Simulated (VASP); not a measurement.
# PmSe (F-43m) in VASP: notebook, part 2 of 2

VASP 6.6.1. The steps go on from the part before.

## Step 3: Single point, PBE+U, collinear spin, ferrimagnetic start

This run uses another cell than the first one, of the same volume but with other edges.

Input file INCAR:

```
  ALGO = Normal
  EDIFF = 1E-7
  ENCUT = 520
  GGA = PE
  ISIF = 2
  ISMEAR = 0
  ISPIN = 2
  LASPH = True
  LCHARG = True
  LDAU = True
  LDAUJ = 0 0
  LDAUL = 3 -1
  LDAUPRINT = 1
  LDAUTYPE = 2
  LDAUU = 5 0
  LELF = True
  LMAXMIX = 6
  LORBIT = 11
  LREAL = False
  LVHAR = True
  LWAVE = False
  MAGMOM = 4 -2 0 0
  NBANDS = 33
  NELM = 120
  PREC = Accurate
  SIGMA = 0.05
```

Input file KPOINTS:

```
k-points
0
Gamma
  5 5 5
```

Input file POSCAR:

```
PmSe
1.0
    3.2231904100      3.2231904100      6.4463808200
    3.2231904100     -3.2231904100      0.0000000000
    3.2231904100      3.2231904100      0.0000000000
Pm Se
2 2
Direct
    0.0000000000      0.0000000000      0.0000000000
    0.5000000000      0.5000000000      0.0000000000
    0.2500000000      0.0000000000      0.2500000000
    0.7500000000      0.5000000000      0.2500000000
```

Potentials or basis: VASP PAW PBE potentials, release 64 (Pm, Se).

Run with:

```bash
cat potpaw_PBE.64/Pm/POTCAR potpaw_PBE.64/Se/POTCAR > POTCAR
mpirun -np 1 vasp_std > vasp.out
```

OUTCAR:

```text
EDIFF = 1E-7
   ENCUT = 520
   GGA = PE
   ISIF = 2
   ISMEAR = 0
   ISPIN = 2
   LASPH = True
   LORBIT = 11
   LREAL = False
   NELM = 120
   PREC = Accurate

 ion  position               nearest neighbor table
   1  0.000  0.000  0.000-   3 2.79   4 2.79   3 2.79   4 2.79
   2  0.500  0.500  0.000-   3 2.79   4 2.79   4 2.79   3 2.79
   3  0.250  0.000  0.250-   1 2.79   1 2.79   2 2.79   2 2.79
   4  0.750  0.500  0.250-   2 2.79   1 2.79   2 2.79   1 2.79

  LATTYP: Found a simple tetragonal cell.
 ALAT       =     4.5582795919
 C/A-ratio  =     1.4142135624

  Lattice vectors:

 A1 = (   3.2231904100,  -3.2231904100,   0.0000000000)
 A2 = (   3.2231904100,   3.2231904100,   0.0000000000)
 A3 = (   0.0000000000,   0.0000000000,   6.4463808200)

Analysis of symmetry for initial positions (statically):
=====================================================================
 Subroutine PRICEL returns following result:

  LATTYP: Found a face centered cubic cell.
 ALAT       =     6.4463808200

  Lattice vectors:

 A1 = (   3.2231904100,   0.0000000000,   3.2231904100)
 A2 = (   3.2231904100,   3.2231904100,   0.0000000000)
 A3 = (   0.0000000000,   3.2231904100,   3.2231904100)

   2 primitive cells build up your supercell.

 Routine SETGRP: Setting up the symmetry group for a
 simple tetragonal supercell.

 Subroutine GETGRP returns: Found  8 space group operations
 (whereof  8 operations were pure point group operations)
 out of a pool of 16 trial point group operations.

The static configuration has the point symmetry D_2d.

Analysis of symmetry for dynamics (positions and initial velocities):
=====================================================================
 Subroutine PRICEL returns following result:

  LATTYP: Found a face centered cubic cell.
 ALAT       =     6.4463808200
[... 261 lines left out ...]

  energy without entropy =      -26.85628056  energy(sigma->0) =      -26.85628056

 E-fermi :   4.6277     XC(G=0):  -8.5733

 val. band max:        4.3969423015   @ k =   0.0000   0.4000   0.4000
 cond. band min:       4.8908474763   @ k =   0.2000   0.2000   0.2000
 fundamental gap:      0.4939051748
 Fermi energy:         4.6276989100

 spin component 1

 k-point     1 :       0.0000    0.0000    0.0000
  band No.  band energies     occupation
      1     -33.0670      1.00000
      2     -30.9926      1.00000
      3     -14.1132      1.00000
      4     -13.8301      1.00000
      5     -13.8301      1.00000
      6     -12.6708      1.00000
[... 637 lines left out ...]
     32       9.3287      0.00000
     33       9.4183      0.00000
 Fermi energy:         4.6276989100

 spin component 2

 k-point     1 :       0.0000    0.0000    0.0000
  band No.  band energies     occupation
      1     -33.2090      1.00000
      2     -30.8412      1.00000
      3     -14.2177      1.00000
      4     -13.9498      1.00000
      5     -13.9498      1.00000
      6     -12.5690      1.00000
[... 637 lines left out ...]
     32       9.1314      0.00000
     33       9.2920      0.00000

------------------------ aborting loop because EDIFF is reached ----------------------------------------

  FORCE on cell =-STRESS in cart. coord.  units (eV):
  Direction    XX          YY          ZZ          XY          YZ          ZX
  --------------------------------------------------------------------------------------
  -------------------------------------------------------------------------------------
  Total        8.0655656      8.0655656      8.0685736      0.0000000      0.0000000      0.0000000
  in kB       96.4778315     96.4778315     96.5138119      0.0000000      0.0000000      0.0000000
  external PRESSURE =      96.4898250 kB  Pullay stress =       0.0000000 kB

 VOLUME and BASIS-vectors are now :
 -----------------------------------------------------------------------------
  energy-cutoff  :      520.00
  volume of cell :      133.94
      direct lattice vectors                 reciprocal lattice vectors
     3.223190410  3.223190410  6.446380820     0.000000000  0.000000000  0.155125803
     3.223190410 -3.223190410  0.000000000     0.155125803 -0.155125803  0.000000000
     3.223190410  3.223190410  0.000000000     0.155125803  0.155125803 -0.155125803

 POSITION                                       TOTAL-FORCE (eV/Angst)
 -----------------------------------------------------------------------------------
      0.00000      0.00000      0.00000         0.000000      0.000000      0.000000
      3.22319      0.00000      3.22319        -0.000000     -0.000000      0.000000
      1.61160      1.61160      1.61160         0.000000      0.000000      0.037749
      4.83479      1.61160      4.83479        -0.000000     -0.000000     -0.037749
 -----------------------------------------------------------------------------------
    total drift:                               -0.000001     -0.000001      0.000003

  FREE ENERGIE OF THE ION-ELECTRON SYSTEM (eV)
  ---------------------------------------------------
  free  energy   TOTEN  =       -26.8562805633 eV

  energy  without entropy=      -26.8562805633  energy(sigma->0) =      -26.85628056

 total charge

# of ion       s       p       d       f       tot
--------------------------------------------------
    1        2.017   5.537   0.335   4.817  12.705
    2        2.017   5.539   0.339   4.790  12.685
    3        1.444   2.547   0.014   0.000   4.005
    4        1.444   2.547   0.014   0.000   4.005
--------------------------------------------------
tot          6.922  16.170   0.700   9.608  33.401

 magnetization (x)

# of ion       s       p       d       f       tot
--------------------------------------------------
    1       -0.015   0.007   0.033   4.793   4.818
    2        0.014  -0.008  -0.038  -4.765  -4.797
    3       -0.000  -0.000  -0.001   0.000  -0.001
    4       -0.000  -0.000  -0.001   0.000  -0.001
--------------------------------------------------
tot         -0.001  -0.001  -0.007   0.028   0.019
```

stdout:

```text
POSCAR found type information on POSCAR PmSe
 POSCAR found :  2 types and       4 ions
 scaLAPACK will be used
 LDA part: xc-table for (Slater+PW92), standard interpolation
 POSCAR, INCAR and KPOINTS ok, starting setup
 FFT: planning ... GRIDC
 FFT: planning ... GRID_SOFT
 FFT: planning ... GRID
 WAVECAR not read
 entering main loop
```

It took 14 min on 1 thread of Intel Xeon 6975P-C (Granite Rapids), shared host; peak memory 0.39 GiB.

Results:

| Item | Value |
| --- | --- |
| Free energy | -26.8563 eV |
| Pressure | 9.6 GPa |
| Band gap on the k mesh | 0.49 eV |
| Net moment | 0.00 μB per cell |
| Site moments | Pm +4.82, -4.80; Se -0.00 μB |
| Valence electrons inside the program's atomic spheres | Pm 12.71, 12.69; Se 4.00 |

Levels at points of the mesh, in eV from the valence-band top:
Spin up:
```tsv
k point	band 19	band 20	band 21	band 22	band 23	band 24
(0.00, 0.00, 0.00)	-0.38	-0.38	-0.20	0.62	0.62	2.31
```
Spin down:
```tsv
k point	band 17	band 18	band 19	band 20	band 21	band 22	band 23	band 24	band 25	band 26
(0.00, 0.00, 0.00)	-1.07	-1.00	-0.56	-0.56	-0.36	0.52	0.75	2.29	2.63	2.75
```

Eigenvalues of the final occupation matrices:
```tsv
site	spin	trace	eigenvalues
site 1 f	1	4.82	0.00 0.00 0.93 0.96 0.97 0.97 0.97
site 1 f	2	0.01	0.00 0.00 0.00 0.00 0.00 0.00 0.00
site 2 f	1	0.01	0.00 0.00 0.00 0.00 0.00 0.00 0.00
site 2 f	2	4.79	0.00 0.00 0.89 0.97 0.97 0.97 0.97
```

Caveat: the magnetic or orbital state may not be the lowest; spin-orbit coupling is left out, which moves the levels of the heavy elements; an odd mesh through Γ misses points on the zone boundary, where band edges often lie. The state reached can hang on the start; a lower one may exist.
